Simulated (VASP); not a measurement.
# PtSb (relaxed from the CsCl type structure, space group Pm-3m): computed properties

Calculation: r2SCAN meta-GGA, VASP's PBE PAW potentials (set 64) (plane waves; VASP).

```
Item                                                                  Result
----------------------------------  ----------------------------------------
space group                                                      Pm-3m (221)
cell                                a = b = c = 3.3935 Å, α = β = γ = 90.00°
volume per atom                                                19.54 Å³/atom
band gap (over mesh and band path)  none (metal, semimetal or under 0.01 eV)
density                                                          13.46 g/cm³
```

```
PtSb
1.0
    3.39355     0.00000     0.00000
    0.00000     3.39355     0.00000
    0.00000     0.00000     3.39355
Pt Sb
1 1
Direct
  0.00000   0.00000   0.00000
  0.50000   0.50000   0.50000
```

Unless said otherwise, spin-orbit coupling is left out, though it shifts the bands of the heavy elements here.

The structure was generated: PtSb was put into the CsCl type type (Pm-3m), which need not be its known phase. It was relaxed first, which changed the volume by -14 %. Symmetry was kept, so distortions that lower it aren't found. The electron count is odd and the run is not spin-polarised, which forces a metal.
